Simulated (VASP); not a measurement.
**Band gap of NaI: mesh and cell**

How far does the LDA gap of NaI depend on mesh and cell? The starting structure is a measured crystal structure from the Crystallography Open Database. Cell and atoms stay as given unless a step says otherwise.

Program: VASP 6.6.1. Level of theory: Kohn-Sham DFT with plane waves and PAW; LDA. Results are calculated unless marked as measured.

### Step 1. The structure

The structure is cubic, space group Fm-3m (No. 225). Conventional cell: a = 6.473 Å, b = 6.473 Å, c = 6.473 Å, α = 90.00°, β = 90.00°, γ = 90.00°. I has 6 Na at 3.24 Å nearest. Nearest to Na lie 6 I at 3.24 Å. Farther neighbours and most contacts between anions are not listed.

As a file:

```
I Na
1.0
     0.00000    3.23640    3.23640
     3.23640    0.00000    3.23640
     3.23640    3.23640    0.00000
I Na
1 1
Cartesian
  3.2364 3.2364 3.2364
  0.0000 0.0000 0.0000
```

### Step 2. Reference bands

INCAR

```
SYSTEM = NaI
PREC = Accurate
ENCUT = 350
EDIFF = 1E-06
NELM = 100
ISMEAR = 0
SIGMA = 0.03
LREAL = .FALSE.
ALGO = Normal
GGA = CA
NBANDS = 19
LORBIT = 11
LWAVE = .FALSE.
LCHARG = .FALSE.
KPAR = 4
LASPH = .TRUE.
```

POSCAR

```
NaI
1.0
    0.0000000000      3.2364000000      3.2364000000
    3.2364000000      0.0000000000      3.2364000000
    3.2364000000      3.2364000000      0.0000000000
I Na
1 1
Direct
    0.5000000000      0.5000000000      0.5000000000
    0.0000000000      0.0000000000      0.0000000000
```

KPOINTS

```
Automatic mesh
0
Gamma
6 6 6
0 0 0
```

KPOINTS_OPT

```
Line mode
10
Line-mode
Reciprocal
  0.00000000   0.00000000   0.00000000 GAMMA
  0.50000000   0.00000000   0.50000000 X

  0.50000000   0.00000000   0.50000000 X
  0.50000000   0.25000000   0.75000000 W

  0.50000000   0.25000000   0.75000000 W
  0.37500000   0.37500000   0.75000000 K

  0.37500000   0.37500000   0.75000000 K
  0.00000000   0.00000000   0.00000000 GAMMA

  0.00000000   0.00000000   0.00000000 GAMMA
  0.50000000   0.50000000   0.50000000 L

  0.50000000   0.50000000   0.50000000 L
  0.62500000   0.25000000   0.62500000 U

  0.62500000   0.25000000   0.62500000 U
  0.50000000   0.25000000   0.75000000 W

  0.50000000   0.25000000   0.75000000 W
  0.50000000   0.50000000   0.50000000 L

  0.50000000   0.50000000   0.50000000 L
  0.37500000   0.37500000   0.75000000 K

  0.62500000   0.25000000   0.62500000 U
  0.50000000   0.00000000   0.50000000 X
```

The projector-augmented-wave data sets are I and Na_pv (LDA family, release 64).

Command:

```
mpirun -np 4 vasp_std
```

What it wrote:

```text
[banner, memory and clock lines left out]
running    4 mpi-ranks, on    1 nodes
 distrk:  each k-point on    1 cores,    4 groups
 distr:  one band on    1 cores,    1 groups

 POSCAR found type information on POSCAR I Na
 POSCAR found :  2 types and       2 ions
 LDA part: xc-table for (Slater(with rela. corr.)+CA(PZ))
 , standard interpolation
 POSCAR, INCAR and KPOINTS ok, starting setup
 FFT: planning ... GRIDC
 FFT: planning ... GRID_SOFT
 FFT: planning ... GRID
 WAVECAR not read
 entering main loop
       N       E                     dE             d eps       ncg     rms          rms(c)
DAV:   1     0.799915623747E+02    0.79992E+02   -0.50111E+03   624   0.482E+02
DAV:   2    -0.628452578048E+00   -0.80620E+02   -0.74660E+02   711   0.157E+02
DAV:   3    -0.595223072069E+01   -0.53238E+01   -0.52907E+01   755   0.426E+01
DAV:   4    -0.605705542456E+01   -0.10482E+00   -0.10479E+00   780   0.599E+00
DAV:   5    -0.605882031812E+01   -0.17649E-02   -0.17648E-02   733   0.692E-01    0.162E+00
DAV:   6    -0.599584033945E+01    0.62980E-01   -0.41360E-02   716   0.115E+00    0.105E+00
DAV:   7    -0.598127859047E+01    0.14562E-01   -0.35330E-02   751   0.849E-01    0.474E-01
DAV:   8    -0.598087538112E+01    0.40321E-03   -0.32865E-03   715   0.385E-01    0.819E-02
DAV:   9    -0.598080100334E+01    0.74378E-04   -0.18451E-04   742   0.106E-01    0.237E-02
DAV:  10    -0.598080197691E+01   -0.97357E-06   -0.16055E-05   808   0.274E-02    0.119E-02
DAV:  11    -0.598080208406E+01   -0.10715E-06   -0.36131E-07   507   0.375E-03
   1 F= -.59808021E+01 E0= -.59808021E+01  d E =-.148239E-25
 Start KPOINTS_OPT (optional k-point list driver)
k-point batch [1-16\100]
       N       E                     dE             ncg
DAV:   1    -0.109509694484E+04   -0.49703E+04      608
DAV:   2    -0.234748594182E+04   -0.12524E+04      674
DAV:   3    -0.243538761220E+04   -0.87902E+02      762
DAV:   4    -0.243713071294E+04   -0.17431E+01      813
DAV:   5    -0.243715839038E+04   -0.27677E-01      756
DAV:   6    -0.243715968584E+04   -0.12955E-02      882
DAV:   7    -0.243715969348E+04   -0.76384E-05      700
DAV:   8    -0.243715969383E+04   -0.35509E-06      605
[...]
k-point batch [97-100\100]
       N       E                     dE             ncg
DAV:   1     0.414717892341E+04   -0.17142E+04      152
DAV:   2     0.384721759303E+04   -0.29996E+03      163
DAV:   3     0.382885405561E+04   -0.18364E+02      221
DAV:   4     0.382848851844E+04   -0.36554E+00      200
DAV:   5     0.382848462859E+04   -0.38898E-02      202
DAV:   6     0.382848444955E+04   -0.17905E-03      208
DAV:   7     0.382848443921E+04   -0.10336E-04      175
DAV:   8     0.382848443918E+04   -0.28835E-07      144
```

Run time: 19 s. Hardware: 4 MPI ranks of Intel Xeon Platinum 8259CL at 2.50GHz (Skylake/Cascade Lake), shared host; peak memory 0.57 GiB.

Lines that name or quote the potential files are left out of all logs, and their timing lines are given in words.

Parts of OUTCAR (step 2):

```text
ion  position               nearest neighbor table
   1  0.500  0.500  0.500-
   2  0.000  0.000  0.000-

  LATTYP: Found a face centered cubic cell.
 ALAT       =     6.4728000000

 Subroutine GETGRP returns: Found 48 space group operations
 (whereof 48 operations were pure point group operations)

The static configuration has the point symmetry O_h .

 Found     16 irreducible k-points:

   k-points           NKPTS =     16   k-points in BZ     NKDIM =     16   number of bands    NBANDS=     19

   dimension x,y,z NGX =    28 NGY =   28 NGZ =   28
   dimension x,y,z NGXF=    56 NGYF=   56 NGZF=   56

   ENCUT  =  350.0 eV  25.72 Ry    5.07 a.u.   6.98  6.98  6.98*2*pi/ulx,y,z

   NELECT =      14.0000    total number of electrons

 k-points in reciprocal lattice and weights: Automatic mesh
   0.00000000  0.00000000  0.00000000       0.005
   0.16666667  0.00000000  0.00000000       0.037
   0.33333333  0.00000000  0.00000000       0.037
   0.50000000  0.00000000  0.00000000       0.019
   0.16666667  0.16666667  0.00000000       0.028
   0.33333333  0.16666667  0.00000000       0.111
   0.50000000  0.16666667  0.00000000       0.111
  -0.33333333  0.16666667  0.00000000       0.111
  -0.16666667  0.16666667  0.00000000       0.056
[...]
-0.33333333  0.33333333  0.16666667       0.111
  -0.33333333  0.50000000  0.16666667       0.056

 average (electrostatic) potential at core
       1 -94.0215       2 -46.1620

 E-fermi :   0.8341

 k-point     1 :       0.0000    0.0000    0.0000
  band No.  band energies     occupation
    ...
      3     -21.7621      2.00000
      4     -10.4639      2.00000
      5       0.6196      2.00000
      6       0.6196      2.00000
      7       0.6196      2.00000
      8       3.9643      0.00000
      9       8.4161      0.00000
     10       8.4161      0.00000
     11       8.4161      0.00000
     12      10.2853      0.00000
    ...

 k-point     2 :       0.1667    0.0000    0.0000
  band No.  band energies     occupation
    ...
      3     -21.7623      2.00000
      4     -10.3892      2.00000
      5      -0.1509      2.00000
      6       0.5427      2.00000
      7       0.5427      2.00000
      8       4.8043      0.00000
      9       7.9014      0.00000
     10       8.5997      0.00000
     11       8.5997      0.00000
     12       9.7237      0.00000
    ...

 k-point     3 :       0.3333    0.0000    0.0000
  band No.  band energies     occupation
    ...
      3     -21.7625      2.00000
      4     -10.2309      2.00000
      5      -1.2033      2.00000
      6       0.3995      2.00000
      7       0.3995      2.00000
      8       5.4789      0.00000
      9       8.1579      0.00000
     10       8.1579      0.00000
     11       8.4021      0.00000
     12      10.4963      0.00000
    ...

  Total       -0.7089881     -0.7089881     -0.7089881      0.0000000     -0.0000000      0.0000000
  in kB      -16.7545569    -16.7545569    -16.7545569      0.0000000     -0.0000000      0.0000000
  external PRESSURE =     -16.7545569 kB  Pullay stress =       0.0000000 kB

  energy-cutoff  :      350.00
  volume of cell :       67.80
      direct lattice vectors                 reciprocal lattice vectors
     0.000000000  3.236400000  3.236400000    -0.154492646  0.154492646  0.154492646
     3.236400000  0.000000000  3.236400000     0.154492646 -0.154492646  0.154492646
     3.236400000  3.236400000  0.000000000     0.154492646  0.154492646 -0.154492646

 POSITION                                       TOTAL-FORCE (eV/Angst)
 -----------------------------------------------------------------------------------
      3.23640      3.23640      3.23640        -0.000000      0.000000     -0.000000
      0.00000      0.00000      0.00000         0.000000     -0.000000      0.000000
 -----------------------------------------------------------------------------------
    total drift:                                0.000000      0.000000      0.000000

  FREE ENERGIE OF THE ION-ELECTRON SYSTEM (eV)
  ---------------------------------------------------
  free  energy   TOTEN  =        -5.9808020841 eV

  energy  without entropy=       -5.9808020841  energy(sigma->0) =       -5.98080208

 total charge
# of ion       s       p       d       tot
------------------------------------------
    1        1.500   2.838   0.003   4.340
    2        0.045   5.970   0.000   6.014
--------------------------------------------------
tot          1.544   8.807   0.003  10.354

[... 3 further parts left out ...]
```

Spin-orbit coupling is off here; with elements this heavy it can split and shift levels by tenths of an eV.

The reference gap is 3.345 eV.

### Step 3. Bands with cell and atoms relaxed by LDA

Against step 2 the input has another starting structure. The cell comes from a relaxation at this level, not shown (61.30 Å³).

INCAR is that of step 2.

POSCAR

```
NaI
1.0
    0.0000000000      3.1295389485      3.1295389485
    3.1295389485      0.0000000000      3.1295389485
    3.1295389485      3.1295389485      0.0000000000
I Na
1 1
Direct
    0.5000000000      0.5000000000      0.5000000000
    0.0000000000      0.0000000000      0.0000000000
```

KPOINTS is that of step 2.

KPOINTS_OPT is that of step 2.

Command:

```
mpirun -np 4 vasp_std
```

What it wrote:

```text
[... set-up lines as in an earlier step ...]
 entering main loop
       N       E                     dE             d eps       ncg     rms          rms(c)
DAV:   1     0.790857405176E+02    0.79086E+02   -0.50918E+03   616   0.496E+02
DAV:   2    -0.728589610984E+00   -0.79814E+02   -0.75142E+02   703   0.160E+02
DAV:   3    -0.598050183059E+01   -0.52519E+01   -0.52123E+01   730   0.434E+01
DAV:   4    -0.608137131175E+01   -0.10087E+00   -0.10083E+00   774   0.582E+00
[...]
DAV:   9    -0.601593822699E+01    0.63752E-04   -0.17153E-04   742   0.111E-01    0.278E-02
DAV:  10    -0.601593924264E+01   -0.10156E-05   -0.12829E-05   794   0.259E-02    0.148E-02
DAV:  11    -0.601593923100E+01    0.11641E-07   -0.44203E-07   510   0.401E-03
   1 F= -.60159392E+01 E0= -.60159392E+01  d E =-.494695E-14
 Start KPOINTS_OPT (optional k-point list driver)
k-point batch [1-16\100]
       N       E                     dE             ncg
DAV:   1    -0.946203937627E+03   -0.50528E+04      616
DAV:   2    -0.219875471754E+04   -0.12526E+04      671
DAV:   3    -0.228044551444E+04   -0.81691E+02      772
DAV:   4    -0.228191526720E+04   -0.14698E+01      800
DAV:   5    -0.228194862547E+04   -0.33358E-01      752
DAV:   6    -0.228195020779E+04   -0.15823E-02      914
DAV:   7    -0.228195022691E+04   -0.19125E-04      707
DAV:   8    -0.228195022724E+04   -0.32696E-06      649
[...]
k-point batch [97-100\100]
       N       E                     dE             ncg
DAV:   1     0.417846438849E+04   -0.17201E+04      155
DAV:   2     0.382398787733E+04   -0.35448E+03      160
DAV:   3     0.380126145057E+04   -0.22726E+02      196
DAV:   4     0.380081533541E+04   -0.44612E+00      208
DAV:   5     0.380080798029E+04   -0.73551E-02      200
DAV:   6     0.380080765213E+04   -0.32816E-03      213
DAV:   7     0.380080764361E+04   -0.85179E-05      184
DAV:   8     0.380080764315E+04   -0.46361E-06      168
```

Elapsed: 18 s, on 4 MPI ranks; peak memory 0.58 GiB.

Parts of OUTCAR (step 3):

```text
  Total       -0.0048790     -0.0048790     -0.0048790     -0.0000000      0.0000000     -0.0000000
  in kB       -0.1275171     -0.1275171     -0.1275171     -0.0000000      0.0000000     -0.0000000
  external PRESSURE =      -0.1275171 kB  Pullay stress =       0.0000000 kB

 POSITION                                       TOTAL-FORCE (eV/Angst)
 -----------------------------------------------------------------------------------
      3.12954      3.12954      3.12954         0.000000      0.000000     -0.000000
      0.00000      0.00000      0.00000        -0.000000     -0.000000      0.000000
 -----------------------------------------------------------------------------------
    total drift:                                0.000000      0.000000      0.000000

  FREE ENERGIE OF THE ION-ELECTRON SYSTEM (eV)
  ---------------------------------------------------
  free  energy   TOTEN  =        -6.0159392310 eV

  energy  without entropy=       -6.0159392310  energy(sigma->0) =       -6.01593923

[... 1 part as in an earlier step ...]

[... 2 further parts left out ...]
[key lines of the parts left out:]
E-fermi :   1.5225
```

With cell and atoms relaxed by LDA the gap is 3.635 eV, +0.290 eV from the reference.

### Step 4. Bands with an 8×8×8 mesh

Against step 2 the input has an 8×8×8 mesh.

INCAR is that of step 3.

POSCAR

```
NaI
1.0
    0.0000000000      3.2364000000      3.2364000000
    3.2364000000      0.0000000000      3.2364000000
    3.2364000000      3.2364000000      0.0000000000
I Na
1 1
Direct
    0.5000000000      0.5000000000      0.5000000000
    0.0000000000      0.0000000000      0.0000000000
```

KPOINTS

```
Automatic mesh
0
Gamma
8 8 8
0 0 0
```

KPOINTS_OPT is that of step 3.

Command:

```
mpirun -np 4 vasp_std
```

What it wrote:

```text
[... set-up lines as in an earlier step ...]
 entering main loop
       N       E                     dE             d eps       ncg     rms          rms(c)
DAV:   1     0.755222774453E+02    0.75522E+02   -0.50287E+03  1126   0.487E+02
DAV:   2    -0.593773933589E+00   -0.76116E+02   -0.71379E+02  1242   0.153E+02
DAV:   3    -0.595068148992E+01   -0.53569E+01   -0.53138E+01  1361   0.428E+01
DAV:   4    -0.605735695792E+01   -0.10668E+00   -0.10665E+00  1431   0.586E+00
[...]
DAV:   9    -0.598096394659E+01    0.73656E-04   -0.18536E-04  1293   0.106E-01    0.238E-02
DAV:  10    -0.598096501859E+01   -0.10720E-05   -0.16463E-05  1488   0.283E-02    0.129E-02
DAV:  11    -0.598096506431E+01   -0.45720E-07   -0.46624E-07   767   0.450E-03
   1 F= -.59809651E+01 E0= -.59809651E+01  d E =-.543883E-26
 Start KPOINTS_OPT (optional k-point list driver)
k-point batch [1-29\100]
       N       E                     dE             ncg
DAV:   1    -0.206547748472E+04   -0.11237E+05     1118
DAV:   2    -0.429320536997E+04   -0.22277E+04     1220
DAV:   3    -0.444391747857E+04   -0.15071E+03     1438
DAV:   4    -0.444686637346E+04   -0.29489E+01     1493
DAV:   5    -0.444691306514E+04   -0.46692E-01     1426
DAV:   6    -0.444691524369E+04   -0.21785E-02     1606
DAV:   7    -0.444691525398E+04   -0.10291E-04     1311
DAV:   8    -0.444691525442E+04   -0.43988E-06     1149
[...]
k-point batch [88-100\100]
       N       E                     dE             ncg
DAV:   1     0.419489339180E+04   -0.57743E+04      502
DAV:   2     0.323400816904E+04   -0.96089E+03      558
DAV:   3     0.317173163975E+04   -0.62277E+02      700
DAV:   4     0.317049181928E+04   -0.12398E+01      686
DAV:   5     0.317047452382E+04   -0.17295E-01      623
DAV:   6     0.317047367603E+04   -0.84779E-03      707
DAV:   7     0.317047364958E+04   -0.26458E-04      567
DAV:   8     0.317047364850E+04   -0.10756E-05      531
DAV:   9     0.317047364849E+04   -0.13353E-07      343
```

Run time: 20 s. Hardware: 4 MPI ranks; peak memory 0.6 GiB; 68 s of CPU time.

From OUTCAR (step 4):

```text
  Total       -0.7099730     -0.7099730     -0.7099730      0.0000000      0.0000000      0.0000000
  in kB      -16.7778326    -16.7778326    -16.7778326      0.0000000      0.0000000      0.0000000
  external PRESSURE =     -16.7778326 kB  Pullay stress =       0.0000000 kB

 POSITION                                       TOTAL-FORCE (eV/Angst)
 -----------------------------------------------------------------------------------
      3.23640      3.23640      3.23640         0.000000     -0.000000     -0.000000
      0.00000      0.00000      0.00000        -0.000000      0.000000      0.000000
 -----------------------------------------------------------------------------------
    total drift:                                0.000000      0.000000      0.000000

  FREE ENERGIE OF THE ION-ELECTRON SYSTEM (eV)
  ---------------------------------------------------
  free  energy   TOTEN  =        -5.9809650643 eV

  energy  without entropy=       -5.9809650643  energy(sigma->0) =       -5.98096506

[... 1 part as in an earlier step ...]

[... 2 further parts left out ...]
[key lines of the parts left out:]
E-fermi :   0.8341
```

With an 8×8×8 mesh the gap is 3.345 eV, +0.000 eV from the reference.

### Step 5. The runs compared

| run | gap (eV) | change (eV) | core minutes |
| --- | --- | --- | --- |
| reference | 3.345 | - | 1.24 |
| cell and atoms relaxed by LDA | 3.635 | 0.29 | 1.23 |
| an 8×8×8 mesh | 3.345 | 0.0 | 1.32 |

Core minutes are wall time times ranks of the run shown, on a shared host.

### Step 6. Summary of results

```
reference gap                          : 3.345 eV
gap with cell and atoms relaxed by LDA : 3.635 eV
gap with an 8×8×8 mesh                 : 3.345 eV
```

**Reading.** Among the runs that read a gap along the path, the one with cell and atoms relaxed by LDA moves it most, by +0.290 eV. On finer settings it changes by +0.000 eV with an 8×8×8 mesh. The functional's own error isn't tested here. Further runs on this material are not shown.

[Lines on the potential files, build, host, timing and source positions are cut from VASP's logs without a mark.]

[Logs are printed without paths, hosts, clocks, repeated set-up lines and the standing remarks that a program may print on its own settings, such as how far it seeks lower states.]

[Hosts, paths, dates, database ids (printed as entryN), source tags and the programs' standing remarks are cut or masked in the printed files.]
